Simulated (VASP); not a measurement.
OSZICAR of a VASP run on PbF2 (fluorite):

OSZICAR:
```
       N       E                     dE             d eps       ncg     rms          rms(c)
DAV:   1     0.313921622277E+03    0.31392E+03   -0.15059E+04   576   0.177E+03
DAV:   2     0.115466501239E+02   -0.30237E+03   -0.29217E+03   662   0.462E+02
DAV:   3    -0.154687504552E+02   -0.27015E+02   -0.26760E+02   660   0.157E+02
DAV:   4    -0.163286749249E+02   -0.85992E+00   -0.85934E+00   630   0.288E+01
DAV:   5    -0.163554255566E+02   -0.26751E-01   -0.26749E-01   646   0.509E+00    0.806E+00
DAV:   6    -0.143652901975E+02    0.19901E+01   -0.10633E+01   734   0.270E+01    0.276E+00
DAV:   7    -0.143571696897E+02    0.81205E-02   -0.47279E-01   584   0.469E+00    0.157E+00
DAV:   8    -0.143519351270E+02    0.52346E-02   -0.10585E-01   580   0.396E+00    0.495E-01
DAV:   9    -0.143495206217E+02    0.24145E-02   -0.21073E-02   668   0.110E+00    0.102E-01
DAV:  10    -0.143506915813E+02   -0.11710E-02   -0.17580E-03   576   0.484E-01    0.311E-02
DAV:  11    -0.143506711047E+02    0.20477E-04   -0.13635E-04   620   0.128E-01    0.142E-02
DAV:  12    -0.143506817397E+02   -0.10635E-04   -0.68847E-05   642   0.894E-02    0.120E-02
DAV:  13    -0.143506795805E+02    0.21592E-05   -0.25024E-05   656   0.536E-02    0.295E-03
DAV:  14    -0.143506795594E+02    0.21130E-07   -0.13627E-06   440   0.882E-03
   1 F= -.14350680E+02 E0= -.14350680E+02  d E =-.631668E-19
```

Q: Which electronic solver shows in the log?

A: It is blocked Davidson (ALGO = Normal, or the opening steps of other solvers). The INCAR had ALGO = Normal.

Q: Can the final energy be trusted as converged?

A: The run converged. It stopped with EDIFF = 1E-6, NELM = 100 (PBE GGA, plane waves, VASP's PBE PAW potentials (set 64)).

The compound is PbF2 in the fluorite structure, the β form. It was relaxed first.
